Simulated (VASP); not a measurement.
Input:

```
Mg2ZnP2
1.0
    4.00177     0.00000     0.00000
   -2.00089     3.46564     0.00000
    0.00000     0.00000     6.49276
Mg Zn P
2 1 2
Direct
  0.66667   0.33333   0.63338
  0.33333   0.66667   0.99418
  0.00000   0.00000   0.36194
  0.00000   0.00000   0.77005
  0.66667   0.33333   0.24045
```

Calculation: PBEsol GGA, VASP's PBE PAW potentials (set 64) (plane waves; VASP 6.6.1). Run with 400 eV cut-off, 7×7×4 Γ-centred mesh, tetrahedra with Blöchl corrections, potentials Mg Zn P.

### Question
Estimate the energy per atom (σ→0).

### Answer

```yaml
energy per atom (σ→0): -3.829 eV/atom
```

Only differences to runs with the same potentials and settings are physical.

The structure comes from a computed database's Mg2ZnP2 entry (P3m1); how it stands against other phases isn't given here. It was relaxed first.
